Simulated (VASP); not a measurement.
```xyz
4
Lattice="1.2424 -2.1519 0.0000 1.2424 2.1519 0.0000 0.0000 0.0000 6.6797" Properties=species:S:1:pos:R:3 pbc="T T T"
C      0.0000     0.0000     1.6699
C      0.0000     0.0000     5.0098
C      1.2424     0.7173     1.6699
C      1.2424    -0.7173     5.0098
```

Method: PBE GGA with D4 dispersion, VASP's PBE PAW potentials (set 64) (plane waves; VASP). Settings: 520 eV cut-off, 10×10×4 Γ-centred mesh, Gaussian smearing of 0.050 eV, potentials C.

Task: The ions and cell shape at fixed volume are relaxed. What does this cell relax into?

Result: 
```xyz
4
Lattice="1.2313 -2.1326 0.0000 1.2313 2.1326 0.0000 0.0000 0.0000 6.8009" Properties=species:S:1:pos:R:3 pbc="T T T"
C      0.0000     0.0000     1.7002
C      0.0000     0.0000     5.1007
C      1.2313     0.7109     1.7002
C      1.2313    -0.7109     5.1007
```
Space group P6_3/mmc (194), at a tolerance of 0.03 Å.

Task: How much energy does the relaxation gain?

Result: The energy (σ→0) changes by -5.9 meV/atom, in 3 ionic steps.

| step | E(σ→0) (eV) | max force (eV/Å) | pressure (GPa) | volume (Å³) |
|---|---|---|---|---|
| 1 | -37.5280 | 0.000 | -7.66 | 35.72 |
| 2 | -37.5510 | 0.000 | 0.54 | 35.72 |
| 3 | -37.5516 | 0.000 | -0.62 | 35.72 |

The compound is C in the graphite structure. This cell is one point of a volume scan, at 1.03 of the reference volume. Symmetry was kept, so distortions that lower it aren't found.
